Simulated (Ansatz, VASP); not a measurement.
**Cross-check of C (C (Fd-3m)) between VASP and Ansatz**

One calculation is typed for both programs; each brings its own data sets. How far apart do they land? The cell is taken from a series of runs on this material, whose earlier steps may have relaxed, scaled, displaced or heated it; both programs get it as it stands.

Main program and level: Ansatz 0.2.0; plane waves, with VASP 6.6.1 beside it; single point at PBE0.

**1. Starting point**

It takes space group Fd-3m (No. 227, cubic). The conventional cell has a = 3.572 Å, b = 3.572 Å, c = 3.572 Å, α = 90.00°, β = 90.00°, γ = 90.00°. C has 4 C at 1.55 Å nearest.

**2. Ansatz: single point, PBE0**

Ansatz runs on its default PAW (the set named soft_2) files.

A single point gives forces, pressure and levels at one fixed geometry, so differences don't come from the geometry; what else differs is listed under the comparison.

input.yaml reads:

```yaml
crystal:
  lattice:
    - [3.571581755, 0.0, 0.0]
    - [0.0, 3.571581755, 0.0]
    - [0.0, 0.0, 3.571581755]
  atoms:
    - { symbol: C, position: [0.0, 0.0, 0.5] }
    - { symbol: C, position: [0.0, 0.5, 0.0] }
    - { symbol: C, position: [0.5, 0.0, 0.0] }
    - { symbol: C, position: [0.5, 0.5, 0.5] }
    - { symbol: C, position: [0.25, 0.25, 0.75] }
    - { symbol: C, position: [0.25, 0.75, 0.25] }
    - { symbol: C, position: [0.75, 0.25, 0.25] }
    - { symbol: C, position: [0.75, 0.75, 0.75] }
basis:
  ecutwfc: 420.0
  ecutrho_ratio: 4
  xc_grid: 2
  fft_grid_basis: typed
  precision: f64
kpoints:
  mp_grid: { grid: [2, 2, 2] }
  band_path: { path: [VBM, CBM], npoints: 1 }
hamiltonian:
  xc: pbe0
  pseudopotentials: { kind: paw }
scf:
  max_iter: 120
  occupations: { method: fermi_dirac, width: 0.01 }
checkpoint:
  write: "../host.point.run"
  compress: false
  write_wavefunctions: true
  write_every: 100000
```

Launch:

```sh
$ ansatz run input.yaml --threads 2 --pin off --max-ram 3768MiB --backend cpu --events-out ev --progress --plain --runs-dir out
```

Numbers of over 12 decimals in the logs are rounded to 6 here.

What it wrote:

```text
Engine: ansatz 0.2.0, x86_64-unknown-linux-gnu
Pseudopotentials: kind: paw
Pseudopotential: C, paw, valence charge 4, recommended cutoff 420 eV (normal), C.paw.azcp
Functional definition: PBE0
  parameter a = 0.25
  parameter kappa = 0.804
  parameter beta = 0.066725
  exchange = (1 - a)*pbe_x(kappa = kappa, mu = beta*pi^2/3) + a*exact_x
  correlation = pbe_c(beta = beta)
Crystal: 8 atoms, lattice volume = 45.560 Å³
Basis set: ecut = 420 eV, 895 PW (Γ), exchange–correlation on 48×48×48 points (8 copies of the dense FFT grid, shifted against one another)
Bands: 24, of which v1, the nominal top of the filled ones, is band 16 counted from 1 (15 counted from 0)
Symmetry: 192 space group operations
Space group: Fd-3m (ITA 227), of the structure as read, at distance tolerance 3.6e-5 Å
k-points: 4 of 8
Non-local potential: C, projectors of the file, l = 0: 2, l = 1: 2, l = 2: 1
PAW form: soft (Blöchl's): semilocal exchange-correlation on the pseudo side does not see the compensation charge
PAW frozen core: C, regenerated for the run's functional, and the local potential with it (the file was generated under x = pbe(κ = 0.804, μ = 0.219515), c = pbe(β = 0.066725))
PAW one-centre angular grid: C, 110 points (default); XC on 64 Gauss nodes
Initial density: superposition of atomic densities (neutral atoms: chi_scale 0, normalization atom), corrected by the library's trained network
Initial wavefunctions: pseudopotential atomic-orbital guess
Functional: x = pbe(κ = 0.804, μ = 0.219515), c = pbe(β = 0.066725), warm-up for x = 0.75 pbe(κ = 0.804, μ = 0.219515) + 0.25 exact, c = pbe(β = 0.066725)
SCF iter   1: F=—  HF=-2005.734083 eV  |F-HF|=—  |Δ(HF+E_count)|=         —  Δρ=4.82e-3  dr2=7.58e-3  ethr=1.77e-3  ⟨swp⟩=7.0  Hψ=450  notcnv=0
preconditioner: auto → none  [insulator: Δε(μ)=4.444 eV  Ē_g=17.423 eV  σ=0.010 eV  W_gap=1.00  n_scr=18 (ndim 8)  ℏωp=31.1 eV  f_vac=0.000  D(μ)=0.00/eV (n_scr^D=0)]
SCF iter   2: F=-2005.731422 eV  HF=-2005.731801 eV  |F-HF|=3.79e-4  |Δ(HF+E_count)|=   2.28e-3  Δρ=1.84e-3  dr2=1.02e-3  ethr=2.37e-5  ⟨swp⟩=6.5  Hψ=260  notcnv=0  defer=6
SCF 1 stopped early in 2 iterations: F = -2005.731422 eV  dr2 = 1.02e-3
  greatest PAW one-centre occupation: 0.639 electrons in one spin orbital (limit 2), on the C atom at site 7 (counted from 0), in its partial waves of l = 0
Initial density: handed on by an earlier stage of this run
Initial wavefunctions: those handed on with the density
Functional: x = 0.75 pbe(κ = 0.804, μ = 0.219515) + 0.25 exact, c = pbe(β = 0.066725)
Frozen-core exchange: fock
SCF iter   1: F=—  HF=-2006.789072 eV  |F-HF|=—  |Δ(HF+E_count)|=         —  Δρ=9.76e-3  dr2=1.53e-2  ethr=3.20e-5  ⟨swp⟩=5.5  Hψ=395  notcnv=0
preconditioner: auto → none  [insulator: Δε(μ)=6.471 eV  Ē_g=20.495 eV  σ=0.010 eV  W_gap=1.00  n_scr=18 (ndim 8)  ℏωp=31.1 eV  f_vac=0.000  D(μ)=0.00/eV (n_scr^D=0)]
SCF iter   2: F=—  HF=-2006.783559 eV  |F-HF|=—  |Δ(HF+E_count)|=   5.51e-3  Δρ=4.33e-3  dr2=3.05e-3  ethr=3.20e-5  ⟨swp⟩=2.2  Hψ=194  notcnv=0
iter 3 solved again at ethr=2.99e-7 eV; its pass at ethr=7.96e-6 eV (dr2=9.58e-5 eV) is discarded
SCF iter   3: F=—  HF=-2006.792301 eV  |F-HF|=—  |Δ(HF+E_count)|=   8.74e-3  Δρ=8.73e-4  dr2=1.06e-4  ethr=2.99e-7  ⟨swp⟩=2.0  Hψ=428  notcnv=0
SCF iter   4: F=—  HF=-2006.792263 eV  |F-HF|=—  |Δ(HF+E_count)|=   3.77e-5  Δρ=9.80e-5  dr2=1.14e-5  ethr=2.99e-7  ⟨swp⟩=2.0  Hψ=166  notcnv=0
SCF iter   5: F=-2006.792399 eV  HF=-2006.792400 eV  |F-HF|=1.71e-6  |Δ(HF+E_count)|=   1.37e-4  Δρ=9.22e-5  dr2=2.21e-6  ethr=4.22e-9  ⟨swp⟩=4.5  Hψ=288  notcnv=0
SCF 2 stopped early in 5 iterations: F = -2006.792399 eV  dr2 = 2.21e-6
  greatest PAW one-centre occupation: 0.642 electrons in one spin orbital (limit 2), on the C atom at site 7 (counted from 0), in its partial waves of l = 0
hybrid outer 1: dexx = +1.135e-2 eV, tail = 5.32e-5 eV
Frozen-core exchange: fock
SCF iter   1: F=—  HF=-2006.792609 eV  |F-HF|=—  |Δ(HF+E_count)|=         —  Δρ=9.10e-5  dr2=1.57e-6  ethr=8.31e-7  ⟨swp⟩=4.0  Hψ=234  notcnv=0
preconditioner: auto → none  [insulator: Δε(μ)=6.513 eV  Ē_g=20.501 eV  σ=0.010 eV  W_gap=1.00  n_scr=18 (ndim 8)  ℏωp=31.1 eV  f_vac=0.000  D(μ)=0.00/eV (n_scr^D=0)]
iter 2 solved again at ethr=6.20e-11 eV; its pass at ethr=4.64e-9 eV (dr2=1.98e-8 eV) is discarded
SCF iter   2: F=-2006.792608 eV  HF=-2006.792608 eV  |F-HF|=2.28e-8  |Δ(HF+E_count)|=   4.04e-7  Δρ=1.61e-5  dr2=8.64e-8  ethr=6.20e-11  ⟨swp⟩=3.2  Hψ=419  notcnv=0
SCF 3 converged in 2 iterations: F = -2006.792608 eV  dr2 = 8.64e-8
hybrid outer 2: dexx = +8.369e-7 eV, tail = 2.08e-7 eV, Δε = 3.63e-3 eV (about 2.42e-4 eV left of the loop's levels)
NSCF: frozen V_eff on 20 k-points
NSCF: frozen V_eff on 20 k-points
[...]
hybrid SCF converged: 2 outer / 7 inner (+2 warm-up), last move |dexx| = 8.37e-7 eV, tail = 2.08e-7 eV
Stability not checked: this state was not tested for a lower state beside it, because the functional holds exact exchange (a hybrid, or Hartree-Fock), whose exchange loop this test does not read (fock_operator; see scf.lower_state_search)
Free energy (F): -2006.792609 eV
Frozen-core exchange: fock
Harris-Foulkes:  -2006.792609 eV  (|F-HF|=2.28e-8)
Internal energy: -2006.792609 eV  (E = F + TS)
E sigma→0 (E₀):  -2006.792609 eV
Fermi energy:    15.469709 eV
--- Per-component energies (eV) ---
  E_band       = 78.171976
  E_kinetic    = 738.134668
  E_local      = -486.770693  (includes V_loc(G=0)·N_el)
  E_nonlocal   = 208.437976
  E_hartree    = 107.248778
  E_xc         = -302.231764
  E_vxc        = -374.719282  (∫ρ·V_xc dr)
  E_exx        = -86.512399  (= α·E_x^exact, valence–valence)
  E_paw        = -795.003066  (= ΣΔE_a)
  E_vpaw       = -48.381901  (= ΣTr[D̂ρ^β])
  E_aug_tail   = 0.000072  (compensation charges beyond the density's cutoff)
  E_ewald      = -1389.958622
  E_core_change = -0.137560  (= ΣΔE_core)
  E_smearing   = -0.000000  (= −TS)
  E_closure    = -0.000000  (closes the sum)
  Σ components = -2006.792609   (vs F -2006.792609, Δ=2.27e-13)
--- Band table (eV) ---
  k-point 0: bands = [... 12 lower, 5.3758, 12.2169, 12.2169, 12.2169, 18.9634, 18.9634, 18.9634, 18.9634, ... 1 higher]
  k-point 1: bands = [... 12 lower, 7.7902, 7.7902, 7.7902, 7.7902, 18.7295, 18.7295, 24.7268, 24.7268, ... 1 higher]
  k-point 2: bands = [... 12 lower, 8.9555, 8.9555, 8.9555, 8.9555, 22.3956, 22.3956, 22.3956, 22.3956, ... 1 higher]
  k-point 3: bands = [... 12 lower, 9.1783, 9.1783, 9.1783, 9.1783, 23.0640, 23.0640, 23.0640, 23.0640, ... 1 higher]
  guard bands above this table: 3 of the run's 24 bands. The solve was not asked for them (output.publish_guard_bands: true or output.eigenvalues: true publishes all)
```

**3. VASP: single point, PBE0**

The same cell, functional, mesh and smearing now go to VASP, with its own data sets.

Lines of VASP's logs that name or quote its potential files are left out, and so is its time.

The run reads the wave functions of an earlier VASP run, which isn't shown here.

INCAR reads:

```
SYSTEM = C
PREC = Accurate
ENCUT = 520
EDIFF = 1E-06
NELM = 100
ISMEAR = -1
SIGMA = 0.01
LREAL = .FALSE.
ALGO = Normal
LHFCALC = .TRUE.
AEXX = 0.25
GGA = PE
LASPH = .TRUE.
NBANDS = 24
PRECFOCK = Fast
LORBIT = 11
LWAVE = .FALSE.
LCHARG = .FALSE.
ISIF = 2
```

POSCAR reads:

```
C
1.0
    3.5715817550      0.0000000000      0.0000000000
    0.0000000000      3.5715817550      0.0000000000
    0.0000000000      0.0000000000      3.5715817550
C
8
Direct
    0.0000000000      0.0000000000      0.5000000000
    0.0000000000      0.5000000000      0.0000000000
    0.5000000000      0.0000000000      0.0000000000
    0.5000000000      0.5000000000      0.5000000000
    0.2500000000      0.2500000000      0.7500000000
    0.2500000000      0.7500000000      0.2500000000
    0.7500000000      0.2500000000      0.2500000000
    0.7500000000      0.7500000000      0.7500000000
```

KPOINTS reads:

```
Automatic mesh
0
Gamma
2 2 2
0 0 0
```

PAW data sets: C (PBE family, release 64).

Launch:

```sh
$ export OMP_NUM_THREADS=4
$ mpirun -np 1 vasp_std
```

What it wrote:

```text
[banner, memory and clock lines left out]
running    1 mpi-ranks, on    1 nodes
 distrk:  each k-point on    1 cores,    1 groups
 distr:  one band on    1 cores,    1 groups
 Offloading initialized ...    1 GPUs detected
 POSCAR found type information on POSCAR C
 POSCAR found :  1 types and       8 ions
 LDA part: xc-table for (Slater+PW92), standard interpolation
 found WAVECAR, reading the header
 POSCAR, INCAR and KPOINTS ok, starting setup
 FFT: planning ... GRIDC
 FFT: planning ... GRID_SOFT
 FFT: planning ... GRID
 reading WAVECAR
 the WAVECAR file was read successfully
 initial charge from wavefunction
 entering main loop
       N       E                     dE             d eps       ncg     rms          rms(c)
DAV:   1    -0.882075316482E+02   -0.88208E+02   -0.10464E+00   200   0.685E+00    0.146E+00
DAV:   2    -0.882114063291E+02   -0.38747E-02   -0.14511E-02   216   0.708E-01    0.900E-01
DAV:   3    -0.882090736694E+02    0.23327E-02   -0.16043E-03   216   0.257E-01    0.492E-01
DAV:   4    -0.882084076252E+02    0.66604E-03   -0.55894E-04   224   0.159E-01    0.261E-01
DAV:   5    -0.882082297250E+02    0.17790E-03   -0.14339E-04   208   0.824E-02    0.139E-01
DAV:   6    -0.882081804771E+02    0.49248E-04   -0.34362E-05   224   0.413E-02    0.746E-02
DAV:   7    -0.882081664341E+02    0.14043E-04   -0.82269E-06   216   0.208E-02    0.404E-02
DAV:   8    -0.882081623892E+02    0.40449E-05   -0.19210E-06   144   0.107E-02    0.226E-02
DAV:   9    -0.882081612781E+02    0.11110E-05   -0.73291E-07   128   0.726E-03    0.120E-02
DAV:  10    -0.882081610181E+02    0.26008E-06   -0.16052E-07   136   0.341E-03
   1 F= -.88208161E+02 E0= -.88208161E+02  d E =-.162639E-14
```

Parts of OUTCAR (step 3):

```text
ion  position               nearest neighbor table
   1  0.000  0.000  0.500-   5 1.55   6 1.55   7 1.55   8 1.55
   2  0.000  0.500  0.000-   5 1.55   6 1.55   7 1.55   8 1.55
   3  0.500  0.000  0.000-   5 1.55   6 1.55   7 1.55   8 1.55
   4  0.500  0.500  0.500-   5 1.55   6 1.55   7 1.55   8 1.55
   5  0.250  0.250  0.750-   1 1.55   2 1.55   3 1.55   4 1.55
   6  0.250  0.750  0.250-   1 1.55   2 1.55   3 1.55   4 1.55
   7  0.750  0.250  0.250-   1 1.55   2 1.55   3 1.55   4 1.55
   8  0.750  0.750  0.750-   1 1.55   2 1.55   3 1.55   4 1.55

  LATTYP: Found a simple cubic cell.
 ALAT       =     3.5715817550

 Subroutine GETGRP returns: Found 48 space group operations
 (whereof 24 operations were pure point group operations)

The static configuration has the point symmetry T_d .
 The point group associated with its full space group is O_h .

 Found      4 irreducible k-points:

   k-points           NKPTS =      4   k-points in BZ     NKDIM =      8   number of bands    NBANDS=     24

   dimension x,y,z NGX =    28 NGY =   28 NGZ =   28
   dimension x,y,z NGXF=    56 NGYF=   56 NGZF=   56

   ENCUT  =  520.0 eV  38.22 Ry    6.18 a.u.   6.64  6.64  6.64*2*pi/ulx,y,z

   NELECT =      32.0000    total number of electrons

 k-points in reciprocal lattice and weights: Automatic mesh
   0.00000000  0.00000000  0.00000000       0.125
   0.50000000  0.00000000  0.00000000       0.375
   0.50000000  0.50000000  0.00000000       0.375
   0.50000000  0.50000000  0.50000000       0.125

  exchange ACFDT corr.  =         0.00000000  see jH, gK, PRB 81, 115126

 average (electrostatic) potential at core
       1 -41.2134       2 -41.2134       3 -41.2134       4 -41.2134       5 -41.2134
       6 -41.2134       7 -41.2134       8 -41.2134

 E-fermi :   8.8995

 k-point     1 :       0.0000    0.0000    0.0000
  band No.  band energies     occupation
    ...
     12       1.7738      2.00000
     13       1.7738      2.00000
     14       8.5729      2.00000
     15       8.5729      2.00000
     16       8.5729      2.00000
     17      15.4212      0.00000
     18      15.4212      0.00000
     19      15.4212      0.00000
     20      15.4212      0.00000
     21      15.4212      0.00000
    ...

 k-point     2 :       0.5000    0.0000    0.0000
  band No.  band energies     occupation
    ...
     12       3.6220      2.00000
     13       4.1662      2.00000
     14       4.1662      2.00000
     15       4.1662      2.00000
     16       4.1662      2.00000
     17      15.1926      0.00000
     18      15.1926      0.00000
     19      21.1885      0.00000
     20      21.1885      0.00000
     21      21.6300      0.00000
    ...

 k-point     3 :       0.5000    0.5000    0.0000
  band No.  band energies     occupation
    ...
     12       0.4063      2.00000
     13       5.3344      2.00000
     14       5.3344      2.00000
     15       5.3344      2.00000
     16       5.3344      2.00000
     17      18.8526      0.00000
     18      18.8526      0.00000
     19      18.8526      0.00000
     20      18.8526      0.00000
     21      21.2807      0.00000
    ...

  Total       -2.1120386     -2.1120386     -2.1120386      0.0000000      0.0000000      0.0000000
  in kB      -74.2729442    -74.2729442    -74.2729442      0.0000000      0.0000000      0.0000000
  external PRESSURE =     -74.2729442 kB  Pullay stress =       0.0000000 kB

  energy-cutoff  :      520.00
  volume of cell :       45.56
      direct lattice vectors                 reciprocal lattice vectors
     3.571581755  0.000000000  0.000000000     0.279987991  0.000000000  0.000000000
     0.000000000  3.571581755  0.000000000     0.000000000  0.279987991  0.000000000
     0.000000000  0.000000000  3.571581755     0.000000000  0.000000000  0.279987991

 POSITION                                       TOTAL-FORCE (eV/Angst)
 -----------------------------------------------------------------------------------
      0.00000      0.00000      1.78579        -0.000000     -0.000000      0.000000
      0.00000      1.78579      0.00000         0.000000     -0.000000     -0.000000
      1.78579      0.00000      0.00000        -0.000000      0.000000      0.000000
      1.78579      1.78579      1.78579         0.000000      0.000000     -0.000000
      0.89290      0.89290      2.67869         0.000000     -0.000000      0.000000
      0.89290      2.67869      0.89290         0.000000     -0.000000      0.000000
      2.67869      0.89290      0.89290         0.000000      0.000000     -0.000000
      2.67869      2.67869      2.67869        -0.000000      0.000000      0.000000
 -----------------------------------------------------------------------------------
    total drift:                                0.000002     -0.000000     -0.000001

  FREE ENERGIE OF THE ION-ELECTRON SYSTEM (eV)
  ---------------------------------------------------
  free  energy   TOTEN  =       -88.2081610181 eV

  energy  without entropy=      -88.2081610181  energy(sigma->0) =      -88.20816102

 total charge
# of ion       s       p       d       tot
------------------------------------------
    1        0.827   1.749   0.000   2.576
    2        0.827   1.749   0.000   2.576
    3        0.827   1.749   0.000   2.576
    4        0.827   1.749   0.000   2.576
    5        0.827   1.749   0.000   2.576
    6        0.827   1.749   0.000   2.576
    7        0.827   1.749   0.000   2.576
    8        0.827   1.749   0.000   2.576
--------------------------------------------------
tot          6.616  13.996   0.000  20.612

[... 1 further part left out ...]
```

The run ends at a pressure of -7.43 GPa.

**4. Comparison**

Known differences besides the potentials themselves: exact exchange at q = 0 is treated differently, which shows on coarse meshes; VASP keeps PBE cores, Ansatz makes them for the functional; the cutoff is 420 eV in Ansatz and 520 eV in VASP; VASP takes a coarser grid for exact exchange (PRECFOCK = Fast). Total energies have different zeros and are not compared.

Compared:

| quantity | Ansatz | VASP | difference |
| --- | --- | --- | --- |
| gap on the k mesh (eV) | 6.513 | 6.620 | -0.107 |

A gap on the mesh is an upper bound, since the band edges may lie between its points.

**5. Results**

* difference in gap on the k mesh (single point, PBE0): -0.11 eV

What this shows: The difference in gap on the k mesh is -0.11 eV (single point, PBE0), beyond the 0.08 eV picked in this series as the mark of a large difference. What causes the difference of the single point, PBE0 pair stays open here. Such differences can come from data sets, numerical settings and the points named under the comparisons, not from the functional's error against experiment.

[Lines on the potential files, build, host, timing and source positions are cut from VASP's logs without a mark.]

[Logs are printed without paths, hosts, clocks, repeated set-up lines and the standing remarks that a program may print on its own settings, such as how far it seeks lower states.]

[Hosts, paths, dates, database ids (printed as entryN), source tags and the programs' standing remarks are cut or masked in the printed files.]
